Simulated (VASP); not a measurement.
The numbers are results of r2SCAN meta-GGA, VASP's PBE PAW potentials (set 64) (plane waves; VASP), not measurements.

Input for VASP

**INCAR**
```
LASPH=.True.   ! aspherical one-centre terms
PREC=Accurate
LMAXMIX=6
EDIFF=1E-6
LMIXTAU=.True.
SYSTEM=HfO2
METAGGA=R2SCAN
NELM=100   ! most electronic steps
ENCUT=520
ISIF=4
ISMEAR=0
ALGO=Normal   ! blocked Davidson
SIGMA=0.05   ! width (eV)
NSW=60   ! most ionic steps
LWAVE=.False.
IBRION=2   ! conjugate gradients
EDIFFG=-0.02   ! ionic stop
LREAL=.False.   ! projection in real space or not
LCHARG=.False.
```

**KPOINTS**
```
Automatic
0
G
  7 7 1
```

### POSCAR
```
HfO2
1
    3.2083832484    -0.0000000000     0.0000000000
   -1.6041916242     2.7785416054    -0.0000000000
   -0.0000000000    -0.0000000000    15.9785901175
Hf O
1 2
Direct
  0.0000000000   0.0000000000   0.5000000000
  0.3333330000   0.6666670000   0.5599718778
  0.6666670000   0.3333330000   0.4400281222
```

POTCAR, in this order: Hf_pv O (PBE.64 set). Program: vasp_std.

The run wrote:

File OSZICAR:
```
...
DAV:  27    -0.678949337518E+02   -0.36815E-02   -0.57299E-04   310   0.219E-01    0.377E-02
DAV:  28    -0.678955824939E+02   -0.64874E-03   -0.71747E-05   338   0.901E-02    0.543E-02
DAV:  29    -0.678961129000E+02   -0.53041E-03   -0.19157E-04   310   0.128E-01    0.394E-02
DAV:  30    -0.678953393839E+02    0.77352E-03   -0.10449E-03   240   0.266E-01    0.811E-03
DAV:  31    -0.678953605055E+02   -0.21122E-04   -0.15338E-05   352   0.368E-02    0.143E-02
DAV:  32    -0.678952545183E+02    0.10599E-03   -0.72505E-06   275   0.361E-02    0.159E-02
DAV:  33    -0.678954614570E+02   -0.20694E-03   -0.13480E-04   240   0.148E-01    0.261E-02
DAV:  34    -0.678957986341E+02   -0.33718E-03   -0.18732E-04   240   0.163E-01    0.364E-02
DAV:  35    -0.678957631241E+02    0.35510E-04   -0.40761E-05   268   0.854E-02    0.397E-02
DAV:  36    -0.678957297015E+02    0.33423E-04   -0.50740E-05   240   0.968E-02    0.338E-02
DAV:  37    -0.678958210451E+02   -0.91344E-04   -0.30949E-05   247   0.762E-02    0.274E-02
DAV:  38    -0.678957465280E+02    0.74517E-04   -0.10717E-05   254   0.502E-02    0.198E-02
DAV:  39    -0.678958683473E+02   -0.12182E-03   -0.14458E-05   240   0.530E-02    0.154E-02
DAV:  40    -0.678959219871E+02   -0.53640E-04   -0.52135E-05   240   0.908E-02    0.876E-03
DAV:  41    -0.678960486306E+02   -0.12664E-03   -0.97773E-06   282   0.386E-02    0.580E-03
DAV:  42    -0.678959802689E+02    0.68362E-04   -0.75733E-06   240   0.338E-02    0.350E-03
DAV:  43    -0.678960707814E+02   -0.90513E-04   -0.35314E-05   240   0.746E-02    0.138E-03
DAV:  44    -0.678961305999E+02   -0.59819E-04   -0.85005E-06   240   0.370E-02    0.112E-03
DAV:  45    -0.678961274313E+02    0.31686E-05   -0.18248E-06   190   0.185E-02    0.164E-03
DAV:  46    -0.678961517856E+02   -0.24354E-04   -0.25469E-06   200   0.214E-02    0.178E-03
DAV:  47    -0.678961651593E+02   -0.13374E-04   -0.18263E-06   190   0.180E-02    0.126E-03
DAV:  48    -0.678961676467E+02   -0.24874E-05   -0.92553E-07   190   0.126E-02    0.155E-03
DAV:  49    -0.678961795167E+02   -0.11870E-04   -0.19176E-06   184   0.174E-02    0.118E-03
DAV:  50    -0.678961833783E+02   -0.38616E-05   -0.57779E-07   232   0.951E-03    0.591E-04
DAV:  51    -0.678961865047E+02   -0.31264E-05   -0.34793E-07   204   0.759E-03    0.522E-04
DAV:  52    -0.678961861673E+02    0.33748E-06   -0.56944E-08   246   0.322E-03
   1 F= -.67896186E+02 E0= -.67896186E+02  d E =-.678962E+02
       N       E                     dE             d eps       ncg     rms          rms(c)
DAV:   1    -0.679003593634E+02   -0.41729E-02   -0.26196E-01   310   0.470E+00    0.811E-01
DAV:   2    -0.678982492056E+02    0.21102E-02   -0.44803E-03   275   0.639E-01    0.376E-01
DAV:   3    -0.678960396972E+02    0.22095E-02   -0.31483E-03   240   0.464E-01    0.865E-02
DAV:   4    -0.678956606339E+02    0.37906E-03   -0.62499E-03   324   0.754E-01    0.685E-02
DAV:   5    -0.678970794898E+02   -0.14189E-02   -0.36676E-03   261   0.603E-01    0.358E-02
DAV:   6    -0.678970189089E+02    0.60581E-04   -0.54440E-04   240   0.248E-01    0.134E-02
DAV:   7    -0.678972729234E+02   -0.25401E-03   -0.37464E-04   268   0.201E-01    0.894E-03
DAV:   8    -0.678973903537E+02   -0.11743E-03   -0.11650E-04   282   0.138E-01    0.344E-03
DAV:   9    -0.678974433231E+02   -0.52969E-04   -0.48210E-05   296   0.965E-02    0.591E-03
DAV:  10    -0.678974519959E+02   -0.86728E-05   -0.34305E-05   296   0.821E-02    0.260E-03
DAV:  11    -0.678974333854E+02    0.18611E-04   -0.26037E-05   275   0.770E-02    0.195E-03
DAV:  12    -0.678974814335E+02   -0.48048E-04   -0.86839E-06   240   0.388E-02    0.671E-04
DAV:  13    -0.678974756083E+02    0.58253E-05   -0.12667E-05   240   0.501E-02    0.142E-03
DAV:  14    -0.678974729879E+02    0.26204E-05   -0.96789E-06   240   0.413E-02    0.108E-03
DAV:  15    -0.678974809428E+02   -0.79549E-05   -0.46097E-06   240   0.310E-02    0.219E-04
DAV:  16    -0.678974901016E+02   -0.91588E-05   -0.20190E-06   184   0.207E-02    0.298E-04
DAV:  17    -0.678974893643E+02    0.73731E-06   -0.50001E-07   190   0.976E-03
   2 F= -.67897489E+02 E0= -.67897489E+02  d E =-.130320E-02
       N       E                     dE             d eps       ncg     rms          rms(c)
DAV:   1    -0.678987327412E+02   -0.12426E-02   -0.10014E-01   310   0.290E+00    0.500E-01
DAV:   2    -0.678977216762E+02    0.10111E-02   -0.18423E-03   275   0.428E-01    0.232E-01
DAV:   3    -0.678968165461E+02    0.90513E-03   -0.14143E-03   240   0.326E-01    0.530E-02
DAV:   4    -0.678949267604E+02    0.18898E-02   -0.41440E-03   303   0.569E-01    0.450E-02
DAV:   5    -0.678971645289E+02   -0.22378E-02   -0.20059E-03   254   0.444E-01    0.261E-02
DAV:   6    -0.678973165399E+02   -0.15201E-03   -0.22022E-04   254   0.161E-01    0.916E-03
DAV:   7    -0.678975367230E+02   -0.22018E-03   -0.16349E-04   331   0.134E-01    0.632E-03
DAV:   8    -0.678975706586E+02   -0.33936E-04   -0.40579E-05   289   0.857E-02    0.248E-03
DAV:   9    -0.678975915795E+02   -0.20921E-04   -0.23096E-05   296   0.674E-02    0.484E-03
DAV:  10    -0.678976089916E+02   -0.17412E-04   -0.89818E-06   303   0.422E-02    0.218E-03
DAV:  11    -0.678975975110E+02    0.11481E-04   -0.81372E-06   310   0.364E-02    0.201E-03
DAV:  12    -0.678976151447E+02   -0.17634E-04   -0.16638E-06   184   0.162E-02    0.128E-03
DAV:  13    -0.678976261068E+02   -0.10962E-04   -0.35688E-06   254   0.280E-02    0.785E-04
DAV:  14    -0.678976227577E+02    0.33491E-05   -0.28556E-06   222   0.231E-02    0.872E-04
DAV:  15    -0.678976217546E+02    0.10031E-05   -0.63581E-06   240   0.357E-02    0.158E-04
DAV:  16    -0.678976268256E+02   -0.50710E-05   -0.32622E-06   224   0.240E-02    0.269E-04
DAV:  17    -0.678976264988E+02    0.32684E-06   -0.27509E-07   190   0.743E-03
   3 F= -.67897626E+02 E0= -.67897626E+02  d E =-.144033E-02
       N       E                     dE             d eps       ncg     rms          rms(c)
DAV:   1    -0.678976799154E+02   -0.53090E-04   -0.39392E-03   324   0.576E-01    0.996E-02
DAV:   2    -0.678976202455E+02    0.59670E-04   -0.65709E-05   317   0.771E-02    0.452E-02
DAV:   3    -0.678974061487E+02    0.21410E-03   -0.13485E-04   268   0.116E-01    0.115E-02
DAV:   4    -0.678975233515E+02   -0.11720E-03   -0.17367E-04   275   0.121E-01    0.941E-03
DAV:   5    -0.678976227410E+02   -0.99389E-04   -0.22836E-05   261   0.470E-02    0.544E-03
DAV:   6    -0.678976326957E+02   -0.99547E-05   -0.31175E-06   250   0.192E-02    0.851E-04
DAV:   7    -0.678976354623E+02   -0.27667E-05   -0.75248E-07   176   0.109E-02    0.842E-04
DAV:   8    -0.678976259359E+02    0.95265E-05   -0.16749E-06   239   0.161E-02    0.878E-04
DAV:   9    -0.678976394578E+02   -0.13522E-04   -0.93048E-07   190   0.132E-02    0.569E-04
DAV:  10    -0.678976352905E+02    0.41673E-05   -0.81217E-07   260   0.127E-02    0.174E-04
DAV:  11    -0.678976404199E+02   -0.51294E-05   -0.90469E-07   176   0.131E-02    0.170E-04
DAV:  12    -0.678976387472E+02    0.16727E-05   -0.54639E-07   281   0.924E-03    0.142E-04
DAV:  13    -0.678976400044E+02   -0.12572E-05   -0.42311E-07   204   0.763E-03    0.188E-04
DAV:  14    -0.678976393112E+02    0.69319E-06   -0.23009E-07   190   0.645E-03
   4 F= -.67897639E+02 E0= -.67897639E+02  d E =-.145314E-02
       N       E                     dE             d eps       ncg     rms          rms(c)
DAV:   1    -0.678976589140E+02   -0.18910E-04   -0.17053E-02   240   0.108E+00    0.890E-02
DAV:   2    -0.678972722938E+02    0.38662E-03   -0.51732E-04   247   0.225E-01    0.651E-02
DAV:   3    -0.678973896457E+02   -0.11735E-03   -0.49840E-04   247   0.216E-01    0.219E-02
DAV:   4    -0.678974202099E+02   -0.30564E-04   -0.34147E-04   247   0.181E-01    0.560E-03
DAV:   5    -0.678976322433E+02   -0.21203E-03   -0.11843E-04   240   0.120E-01    0.201E-03
DAV:   6    -0.678976526269E+02   -0.20384E-04   -0.40300E-06   240   0.296E-02    0.108E-03
DAV:   7    -0.678976532364E+02   -0.60954E-06   -0.20497E-06   176   0.209E-02
   5 F= -.67897653E+02 E0= -.67897653E+02  d E =-.139252E-04
```

### OUTCAR
```
------------------------ aborting loop because EDIFF is reached ----------------------------------------
  FORCE on cell =-STRESS in cart. coord.  units (eV):
  Direction    XX          YY          ZZ          XY          YZ          ZX
  --------------------------------------------------------------------------------------
  Total       -0.0465182     -0.0465182     -0.0485816     -0.0000000      0.0000000     -0.0000000
  in kB       -0.5232286     -0.5232286     -0.5464376     -0.0000000      0.0000000     -0.0000000
  external PRESSURE =      -0.5309649 kB  Pullay stress =       0.0000000 kB
  volume of cell :      142.44
      direct lattice vectors                 reciprocal lattice vectors
     3.219555929 -0.000000000 -0.000000000     0.310601841  0.179326043 -0.000000000
    -1.609777965  2.788217436  0.000000000     0.000000000  0.358652086 -0.000000000
     0.000000000  0.000000000 15.867882946     0.000000000  0.000000000  0.063020379
 POSITION                                       TOTAL-FORCE (eV/Angst)
 -----------------------------------------------------------------------------------
     -1.60978      2.78822      7.93394        -0.000000     -0.000000      0.000000
     -0.00000      1.85881      8.88774         0.000000      0.000000      0.000482
      1.60978      0.92940      6.98014        -0.000000     -0.000000     -0.000482
 -----------------------------------------------------------------------------------
    total drift:                                0.000000     -0.000000      0.000000
  FREE ENERGIE OF THE ION-ELECTRON SYSTEM (eV)
  ---------------------------------------------------
  free  energy   TOTEN  =       -67.8976532364 eV

  energy  without entropy=      -67.8976532364  energy(sigma->0) =      -67.89765324

 reached required accuracy - stopping structural energy minimisation
```
(Selected blocks of OUTCAR.)

### CONTCAR
```
HfO2
   1.00000000000000
     3.2195559293235987   -0.0000000000000000   -0.0000000000000000
    -1.6097779646617993    2.7882174357331997    0.0000000000000000
     0.0000000000000001    0.0000000000000000   15.8678829460076649
  Hf              O
     1     2
Direct
     0.0000000000000000    1.0000000000000000    0.5000000000000000
     0.3333330000000032    0.6666669999999968    0.5601086819879632
     0.6666669999999968    0.3333330000000032    0.4398913180120369
```

The cell holds a wide vacuum, so values per volume refer to the whole cell.

The cell is a sheet with vacuum, built from a generated structure.
